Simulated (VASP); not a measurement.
# Bi4Te3 (Pilsenite): input slips in a relaxation and what they do, part 2 of 2

Aim: see how common mistakes in a VASP relaxation show up, on Bi4Te3 (Pilsenite). The starting structure is a measured crystal structure from the Crystallography Open Database. The first relaxation on each setting starts from this cell expanded by 3 % in volume.

VASP 6.6.1.

Results so far: reference 33.72 Å³ an atom.

## 4. Relaxation with a loose energy criterion for the relaxation

Level of this step: PBEsol; plane waves and PAW (Bi_d, Te) (VASP).

A slip made on purpose: a loose energy criterion for the relaxation. Against step 2 the input has EDIFFG = 0.1 (also changed: NELM).

File INCAR:

```
SYSTEM = Bi4Te3
PREC = Accurate
ENCUT = 450
EDIFF = 1E-06
NELM = 60
ISMEAR = 1
SIGMA = 0.15
LREAL = .FALSE.
ALGO = Normal
GGA = PS
NBANDS = 48
LORBIT = 11
LWAVE = .FALSE.
LCHARG = .FALSE.
KPAR = 8
IBRION = 2
NSW = 50
ISIF = 3
EDIFFG = 0.1
```

File POSCAR:

```
Bi4Te3
1.0
   -4.4950721732      0.0000000000      0.0000000000
    2.2475360866     -3.8928466939      0.0000000000
    2.2475360866      1.2976155646     14.1009198824
Bi Te
4 3
Direct
    0.7080000000      0.8540000000      0.5620000000
    0.2920000000      0.1460000000      0.4380000000
    0.5656666666      0.2828333333      0.8484999999
    0.4343333334      0.7171666667      0.1515000001
    0.1479333334      0.5739666667      0.7219000001
    0.8520666666      0.4260333333      0.2780999999
    0.0000000000      0.0000000000      0.0000000000
```

File KPOINTS:

```
Automatic mesh
0
Gamma
8 8 8
0 0 0
```

Potentials, in the order of the species: Bi_d and Te (PBE family, release 64).

The run is started by

```sh
mpirun -np 8 vasp_std
```

Log:

```text
[banner, memory and clock lines left out]
running    8 mpi-ranks, on    1 nodes
[...]
[... a notice as in an earlier step ...]

 [... a notice as in an earlier step ...]

 LDA part: xc-table for (Slater+PW92), standard interpolation
 POSCAR, INCAR and KPOINTS ok, starting setup
[...]
entering main loop
       N       E                     dE             d eps       ncg     rms          rms(c)
DAV:   1     0.783382812490E+03    0.78338E+03   -0.34160E+04  6240   0.151E+03
DAV:   2     0.667056693126E+02   -0.71668E+03   -0.69836E+03  6296   0.430E+02
DAV:   3    -0.242616395325E+02   -0.90967E+02   -0.87597E+02  7696   0.172E+02
DAV:   4    -0.288360829456E+02   -0.45744E+01   -0.45285E+01  7160   0.403E+01
[...]
DAV:  12    -0.287140031518E+02   -0.32822E-05   -0.73433E-05  7216   0.435E-02    0.217E-02
DAV:  13    -0.287140032075E+02   -0.55677E-07   -0.11864E-05  7552   0.139E-02    0.649E-03
DAV:  14    -0.287140029650E+02    0.24245E-06   -0.63716E-07  3872   0.421E-03
[...]
DAV:   9    -0.288219371643E+02    0.40927E-06   -0.78863E-05  6704   0.306E-02    0.248E-02
DAV:  10    -0.288219370046E+02    0.15966E-06   -0.75147E-06  6112   0.144E-02
   2 F= -.28821937E+02 E0= -.28822492E+02  d E =-.107934E+00
 trial-energy change:   -0.107934  1 .order   -0.092038   -0.434463    0.250387
 step:   0.6654(harm=  0.6344)  dis= 0.01626  next Energy=   -28.863231 (dE=-0.149E+00)
[...]
N       E                     dE             d eps       ncg     rms          rms(c)
DAV:   1    -0.295391722341E+02   -0.71724E+00   -0.21669E+01  8104   0.446E+01    0.450E+00
DAV:   2    -0.289825280954E+02    0.55664E+00   -0.12028E+00  7744   0.106E+01    0.187E+00
DAV:   3    -0.288643527701E+02    0.11818E+00   -0.43283E-01  8096   0.572E+00    0.247E-01
DAV:   4    -0.288637018228E+02    0.65095E-03   -0.18630E-02  8608   0.852E-01    0.246E-01
[...]
DAV:   8    -0.288637984807E+02   -0.21831E-05   -0.32484E-05  7384   0.355E-02    0.891E-03
DAV:   9    -0.288637995287E+02   -0.10480E-05   -0.54560E-06  5672   0.973E-03    0.109E-02
DAV:  10    -0.288637996352E+02   -0.10651E-06   -0.42602E-07  3560   0.450E-03
   3 F= -.28863800E+02 E0= -.28864406E+02  d E =-.149797E+00
[...]
reached required accuracy - stopping structural energy minimisation
```

Run time: 1.7 min. Hardware: 8 MPI ranks of Intel Xeon 6975P-C (Granite Rapids), shared host; peak memory 5.4 GiB; 13 min of CPU time.

From OUTCAR (step 4):

```text
  Total        0.4894085      0.4894085     -0.1938332      0.0000000      0.0000000      0.0000000
  in kB        3.3718085      3.3718085     -1.3354253      0.0000000      0.0000000      0.0000000
  external PRESSURE =       1.8027306 kB  Pullay stress =       0.0000000 kB

 POSITION                                       TOTAL-FORCE (eV/Angst)
 -----------------------------------------------------------------------------------
      0.00000     -2.54980      7.72198         0.000000      0.000000     -0.104847
      0.00000     -0.00000      6.04554        -0.000000     -0.000000      0.104847
     -0.00000     -0.00000     11.68564        -0.000000     -0.000000      0.300883
      0.00000     -2.54980      2.08188         0.000000      0.000000     -0.300883
      2.20819     -1.27490      9.95436        -0.000000     -0.000000      0.239460
     -2.20819     -1.27490      3.81317        -0.000000      0.000000     -0.239460
      2.20819      1.27490     13.76753         0.000000      0.000000     -0.000000
 -----------------------------------------------------------------------------------
    total drift:                                0.000000     -0.000000     -0.000000

  FREE ENERGIE OF THE ION-ELECTRON SYSTEM (eV)
  ---------------------------------------------------
  free  energy   TOTEN  =       -28.8637996352 eV

  energy  without entropy=      -28.8656200586  energy(sigma->0) =      -28.86440644

[... 2 parts as in an earlier step ...]

[... 2 further parts left out ...]
[key lines of the parts left out:]
E-fermi :   6.6758
```

With a loose energy criterion for the relaxation the cell ends at 33.222 Å³ an atom, -1.48 % from the reference.

## 5. Relaxation with a leftover external pressure of 100 kbar

A slip made on purpose: a leftover external pressure of 100 kbar. Against step 2 the input has PSTRESS = 100 (also changed: NELM).

Changes to INCAR since step 4:

```diff
@@ -18,2 +18,3 @@
 ISIF = 3
-EDIFFG = 0.1
+EDIFFG = -0.006
+PSTRESS = 100
```

POSCAR is that of step 4.

KPOINTS is that of step 4.

The run is started by

```sh
mpirun -np 8 vasp_std
```

Log:

```text
[... set-up lines as in an earlier step ...]
 entering main loop
       N       E                     dE             d eps       ncg     rms          rms(c)
[... 14 cycles as in an earlier step ...]
   1 F= -.13313290E+02 E0= -.13314032E+02  d E =-.133133E+02
[... from here on, the cycles between the ionic steps are left out ...]
   2 F= -.10949931E+02 E0= -.10950457E+02  d E =0.236336E+01
   3 F= -.15342396E+02 E0= -.15342820E+02  d E =-.202911E+01
   4 F= -.15350165E+02 E0= -.15350562E+02  d E =-.203687E+01
   5 F= -.15350690E+02 E0= -.15351074E+02  d E =-.203740E+01
   6 F= -.15406534E+02 E0= -.15407033E+02  d E =-.558442E-01
   7 F= -.15420779E+02 E0= -.15421370E+02  d E =-.700890E-01
   8 F= -.15423582E+02 E0= -.15424187E+02  d E =-.280323E-02
   9 F= -.15423596E+02 E0= -.15424203E+02  d E =-.281767E-02
  10 F= -.15425799E+02 E0= -.15426401E+02  d E =-.220265E-02
  11 F= -.15429428E+02 E0= -.15430017E+02  d E =-.583142E-02
  12 F= -.15429877E+02 E0= -.15430461E+02  d E =-.628077E-02
  13 F= -.15430117E+02 E0= -.15430708E+02  d E =-.239977E-03
  14 F= -.15430115E+02 E0= -.15430713E+02  d E =-.237963E-03
  15 F= -.15430135E+02 E0= -.15430732E+02  d E =-.257823E-03
  16 F= -.15430140E+02 E0= -.15430734E+02  d E =-.262516E-03
[...]
hard stop encountered!  aborting job ...
[...]
|     The electronic self-consistency was not achieved in the given           |
[...]
soft stop encountered!  aborting job ...
  17 F= -.15430188E+02 E0= -.15430785E+02  d E =0.179148E-02
 deleting file STOPCAR
```

Elapsed: 6.8 min, on 8 MPI ranks; peak memory 5.5 GiB.

The run was stopped at its time limit, after 17 ionic steps.

## 6. Relaxation with low precision and a small cutoff

A slip made on purpose: low precision and a small cutoff. Against step 2 the input has PREC = Low and ENCUT = 190 (also changed: NELM).

Changes to INCAR since step 5:

```diff
@@ -1,4 +1,4 @@
 SYSTEM = Bi4Te3
-PREC = Accurate
-ENCUT = 450
+PREC = Low
+ENCUT = 190
 EDIFF = 1E-06
@@ -19,2 +19 @@
 EDIFFG = -0.006
-PSTRESS = 100
```

POSCAR is that of step 5.

KPOINTS is that of step 5.

The run is started by

```sh
mpirun -np 8 vasp_std
```

Log:

```text
[... set-up lines as in an earlier step ...]
 entering main loop
       N       E                     dE             d eps       ncg     rms          rms(c)
DAV:   1     0.489389893511E+03    0.48939E+03   -0.23722E+04  7760   0.757E+02
DAV:   2     0.472126232289E+01   -0.48467E+03   -0.47243E+03  7240   0.281E+02
DAV:   3    -0.271204676329E+02   -0.31842E+02   -0.31347E+02  7296   0.803E+01
DAV:   4    -0.279000317032E+02   -0.77956E+00   -0.77781E+00  6840   0.119E+01
[...]
DAV:  14    -0.275154212657E+02    0.25736E-05   -0.92734E-07  3880   0.410E-03    0.145E-02
DAV:  15    -0.275154189883E+02    0.22774E-05   -0.29824E-07  3496   0.304E-03    0.142E-02
DAV:  16    -0.275154188926E+02    0.95673E-07   -0.65114E-08  3424   0.162E-03
   1 F= -.27515419E+02 E0= -.27516172E+02  d E =-.275154E+02
[... from here on, the cycles between the ionic steps are left out ...]
   2 F= 0.38404360E+02 E0= 0.38403658E+02  d E =0.659198E+02
   3 F= -.30543731E+02 E0= -.30544286E+02  d E =-.302831E+01
   4 F= -.30552789E+02 E0= -.30553327E+02  d E =-.303737E+01
   5 F= -.30554230E+02 E0= -.30554758E+02  d E =-.303881E+01
   6 F= -.30582458E+02 E0= -.30583066E+02  d E =-.282276E-01
   7 F= -.30593985E+02 E0= -.30594658E+02  d E =-.397547E-01
   8 F= -.30598632E+02 E0= -.30599279E+02  d E =-.464734E-02
   9 F= -.30600257E+02 E0= -.30600877E+02  d E =-.627216E-02
  10 F= -.30601846E+02 E0= -.30602467E+02  d E =-.158905E-02
  11 F= -.30605080E+02 E0= -.30605706E+02  d E =-.482304E-02
  12 F= -.30604695E+02 E0= -.30605334E+02  d E =-.443758E-02
  13 F= -.30606035E+02 E0= -.30606666E+02  d E =-.577750E-02
  14 F= -.30606585E+02 E0= -.30607225E+02  d E =-.549948E-03
  15 F= -.30607772E+02 E0= -.30608426E+02  d E =-.173761E-02
  16 F= -.30608025E+02 E0= -.30608644E+02  d E =-.199068E-02
  17 F= -.30608254E+02 E0= -.30608897E+02  d E =-.221920E-02
  18 F= -.30608297E+02 E0= -.30608942E+02  d E =-.432903E-04
  19 F= -.30608294E+02 E0= -.30608940E+02  d E =-.400784E-04
  20 F= -.30608298E+02 E0= -.30608943E+02  d E =-.436220E-04
  21 F= -.30608299E+02 E0= -.30608944E+02  d E =-.450719E-04
  22 F= -.30608330E+02 E0= -.30608975E+02  d E =-.305623E-04
  23 F= -.30608342E+02 E0= -.30608987E+02  d E =-.428683E-04
[...]
reached required accuracy - stopping structural energy minimisation
```

Wall time 75 s (8 MPI ranks); peak memory 1.9 GiB; 9.7 min of CPU time.

OUTCAR, selected parts (step 6):

```text
  Total       -0.0184458     -0.0184458      0.0070469      0.0000000     -0.0000000      0.0000000
  in kB       -0.1416430     -0.1416430      0.0541121      0.0000000     -0.0000000      0.0000000
  external PRESSURE =      -0.0763913 kB  Pullay stress =       0.0000000 kB

 POSITION                                       TOTAL-FORCE (eV/Angst)
 -----------------------------------------------------------------------------------
      0.00000     -2.45653      7.50409         0.000000      0.000000     -0.000322
     -0.00000     -0.00000      5.80400         0.000000     -0.000000      0.000322
     -0.00000     -0.00000     11.38013        -0.000000      0.000000     -0.001321
      0.00000     -2.45653      1.92796        -0.000000     -0.000000      0.001321
      2.12742     -1.22827      9.64938         0.000000      0.000000     -0.002232
     -2.12742     -1.22827      3.65871         0.000000     -0.000000      0.002232
      0.00000     -0.00000      0.00000         0.000000     -0.000000      0.000000
 -----------------------------------------------------------------------------------
    total drift:                               -0.000000     -0.000000     -0.000000

  FREE ENERGIE OF THE ION-ELECTRON SYSTEM (eV)
  ---------------------------------------------------
  free  energy   TOTEN  =       -30.6083418689 eV

  energy  without entropy=      -30.6102773192  energy(sigma->0) =      -30.60898702

[... 2 parts as in an earlier step ...]

[... 2 further parts left out ...]
[key lines of the parts left out:]
E-fermi :   8.1466
```

With low precision and a small cutoff the cell ends at 29.807 Å³ an atom, -11.61 % from the reference.

## 7. All runs side by side

```csv
run,ended,volume (Å³/atom),change (%),pressure left (GPa),core minutes
reference,converged,33.721,-,0.0,99.6
a k mesh far too coarse,not converged,-,-,-,5.33
a loose energy criterion for the relaxation,converged,33.222,-1.48,0.18,13.5
a leftover external pressure of 100 kbar,cut off by time,-,-,-,54.1
low precision and a small cutoff,converged,29.807,-11.61,-0.01,10.0
```

Core minutes are wall time times ranks, summed over the relaxations behind a row (those for a bulk modulus apart), on shared hosts.

## 8. Outcome

```
volume of the reference                                                   : 33.72 Å³/atom
volume against the reference, a loose energy criterion for the relaxation : -1.48 %
volume against the reference, low precision and a small cutoff            : -11.61 %
run with a k mesh far too coarse                                          : not converged
run with a leftover external pressure of 100 kbar                         : cut off by time
```

**Reading.** The run with a k mesh far too coarse didn't converge. The run with a leftover external pressure of 100 kbar was cut off by time, so it gives no result to compare. Finished, but with signs in the output that stand out against the reference: a loose energy criterion for the relaxation, with the volume changed by -1.5 % (signs: a stress of up to 0.3 GPa and forces of up to 0.30 eV/Å); low precision and a small cutoff, with the volume changed by -11.6 % (signs: -25.9 GPa at the first ionic step (of the first relaxations, not shown; reference: -2.8 GPa) and an energy that rises by up to 9.4 eV an atom on the way). The reference was restarted once and the runs with a slip weren't, so their cells may not have settled fully. Further runs on this material are not shown.

[Lines on the potential files, build, host, timing and source positions are cut from VASP's logs without a mark.]

[Logs are printed without paths, hosts, clocks, repeated set-up lines and the standing remarks that a program may print on its own settings, such as how far it seeks lower states.]

[Hosts, paths, dates, database ids (printed as entryN), source tags and the programs' standing remarks are cut or masked in the printed files.]
